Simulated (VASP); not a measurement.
Input of a VASP 6.6.1 run:

INCAR

```
ALGO = Normal
EDIFF = 1E-7
EDIFFG = -0.005
ENCUT = 600
GGA = PE
IBRION = 2
ISIF = 3
ISMEAR = 1
LASPH = True
LCHARG = False
LREAL = False
LWAVE = False
NELM = 80
NSW = 90
PREC = Accurate
SIGMA = 0.1
```

The input KPOINTS:

```
k-points
0
Gamma
  15 15 8
```

File POSCAR:

```
Ti                                      
1.0
    2.9356353294      0.0000000000      0.0000000000
   -1.4678176647      2.5423347715     -0.0000000000
   -0.0000000000      0.0000000000      4.6479011274
  Ti            
     2
Direct
     0.3333333332999970    0.6666666667000030    0.2500000000000000
     0.6666666667000030    0.3333333332999970    0.7500000000000000
```

Potentials or basis: VASP PAW PBE potentials, release 64 (Ti_sv).

The run is started by

```console
$ cat potpaw_PBE.64/Ti_sv/POTCAR > POTCAR
$ mpirun -np 1 vasp_std > vasp.out
```

(1) Estimate the space group after relaxing (to 0.05 Å).

(2) Predict the band gap on the k mesh.

(3) Estimate the relaxed cell.

(4) Estimate the relaxed volume.

## Answers

(1) P6_3/mmc (No. 194).

(2) none (metal or under the smearing width).

(3) a = 2.937 Å, b = 2.937 Å, c = 4.645 Å, α = 90.00°, β = 90.00°, γ = 120.00°.

(4) 17.35 Å³/atom.
